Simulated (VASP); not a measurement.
The system is Cr3Te5.

```
Te Cr
1.0
     3.98908    0.00000    0.00000
    -1.99454    3.45464    0.00000
     0.00000    0.00000   14.82580
Te Cr
5 3
Direct
  0.00000 0.00000 0.00000
  0.66667 0.33333 0.60748
  0.66667 0.33333 0.18413
  0.33333 0.66667 0.39252
  0.33333 0.66667 0.81587
  0.00000 0.00000 0.71778
  0.00000 0.00000 0.28223
  0.00000 0.00000 0.50000
```

The cell comes from a database or a generator and needn't be the stable form of this composition.

| Item | Value |
| --- | --- |
| Program | VASP 6.6.1 |
| Task | single point |
| Functional | PBE |
| Potentials or basis | VASP PAW PBE potentials, release 64 (Te, Cr_pv) |
| Cutoff | 520 eV |
| k mesh | 8 × 8 × 2 |
| Occupations | fermi-dirac, width 0.05 eV |
| Spin | collinear spin, ferromagnetic start |
| Starting moments | [0.0, 0.0, 0.0, 0.0, 0.0, 3.0, 3.0, 3.0] μB |

On this cell: pressure 0.0 GPa; largest force 0.041 eV/Å; net moment 10.74 μB per cell; site moments Te +0.28, -0.11, -0.16; Cr +3.29, +3.45 μB; band gap on the k mesh none (metal or under the smearing width).

The same run follows on a disturbed copy (atoms moved at random, drawn with an rms of 0.05 Å):

```
Te Cr
1.0
     3.98908    0.00000    0.00000
    -1.99454    3.45464    0.00000
     0.00000    0.00000   14.82580
Te Cr
5 3
Cartesian
  -0.0183 0.0339 0.0142
  1.9671 1.1465 9.0401
  2.0357 1.1335 2.7407
  -0.0289 2.3256 5.8273
  0.0120 2.2869 12.1042
  -0.0231 0.0330 10.6124
  -0.0054 0.0019 4.1809
  -0.0214 -0.0383 7.4276
```

Task: What changes?

Result: The energy (extrapolated to zero smearing) moves by +3.6 meV/atom; pressure 0.0 GPa; largest force 0.417 eV/Å; net moment 10.74 μB per cell; site moments Te +0.28, -0.11, -0.15, -0.16; Cr +3.27, +3.29, +3.47 μB; band gap on the k mesh none (metal or under the smearing width).

Forces on the atoms (eV/Å):
```
Te  -0.014  0.018 -0.028
Te   0.043  0.011 -0.139
Te  -0.195  0.088 -0.087
Te   0.103 -0.219 -0.030
Te  -0.117  0.163 -0.080
Cr   0.087 -0.238  0.331
Cr   0.136 -0.026  0.068
Cr  -0.043  0.202 -0.034
```

Stress tensor (GPa, compression positive):
```
-0.08 -0.06  0.17
-0.06 -0.24  0.02
 0.17  0.02  0.36
```

Caveats: only a ferromagnetic start was run, and an antiferromagnetic order may lie lower in energy.
